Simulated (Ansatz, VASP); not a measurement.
## Two plane-wave programs on Nb2Br

The input INCAR:

```
SYSTEM = Nb2Br
PREC = Accurate
ENCUT = 600
EDIFF = 1E-7
ISMEAR = 0
SIGMA = 0.1
LREAL = .False.
LASPH = .True.
NELM = 100
ALGO = Normal
ISIF = 3
LWAVE = .False.
LCHARG = .False.
GGA = PE
IBRION = 2
NSW = 100
EDIFFG = -0.01
```

Contents of KPOINTS:

```
Automatic mesh
0
Gamma
  10 10 16
  0 0 0
```

File POSCAR:

```
Nb2Br
1.0
    4.5015745343      0.0000000000      0.0000000000
    0.0000000000      4.5015745343      0.0000000000
    0.0000000000      0.0000000000      2.9568348556
Nb Br
2 1
Direct
    0.5000000000      0.0000000000      0.5000000000
    0.0000000000      0.5000000000      0.5000000000
    0.0000000000      0.0000000000      0.0000000000
```

Input for Ansatz:

```yaml
crystal:
  lattice:
    - [4.5015745343, 0.0, 0.0]
    - [0.0, 4.5015745343, 0.0]
    - [0.0, 0.0, 2.9568348556]
  atoms:
    - { symbol: Nb, position: [0.5, 0.0, 0.5] }
    - { symbol: Nb, position: [0.0, 0.5, 0.5] }
    - { symbol: Br, position: [0.0, 0.0, 0.0] }
basis:
  ecutwfc: 420
kpoints:
  mp_grid: { grid: [10, 10, 16] }
hamiltonian:
  xc: pbe
scf:
  occupations: { method: gaussian, width: 0.1 }
output:
  forces: true
  stress: true
  eigenvalues: true
  write_density: true
  write_potential: true
  elf: true
  volumetric_format: npy
relax:
  adjacent_minimum: "off"
  f_tol: 0.01
  max_steps: 80
  cell: { stress_tol: 0.05 }
```

Alike in both runs: task relaxation of cell and atoms; functional PBE; k mesh 10 × 10 × 16; occupations gaussian, width 0.1 eV; no spin polarisation.

```csv
,VASP,Ansatz
version,VASP 6.6.1,Ansatz 0.2.0
potentials or method,"VASP PAW PBE potentials, release 64 (Nb_sv, Br)","scalar-relativistic, plane waves, PAW"
plane-wave cutoff (eV),600,420
valence electrons in the cell,33,33
```

VASP gave:

```
gap on the k mesh at the Fermi level, each at its own relaxed structure (eV) : none
relaxed volume (Å³/atom)                                                     : 19.93
relaxed cell length with the largest relative difference (Å)                 : 4.472
energy change over the relaxation (meV/atom)                                 : -2
```

Question: Which values does Ansatz return?

Answer: gap on the k mesh at the Fermi level, each at its own relaxed structure (eV): none; relaxed volume (Å³/atom): 19.97; relaxed cell length with the largest relative difference (Å): 4.475; energy change over the relaxation (meV/atom): -2.

A gap of «none» marks a metal or a gap that the smearing closes.

Caveats: an odd number of electrons without spin polarisation forces a metal; a magnetic or distorted state may lie lower.
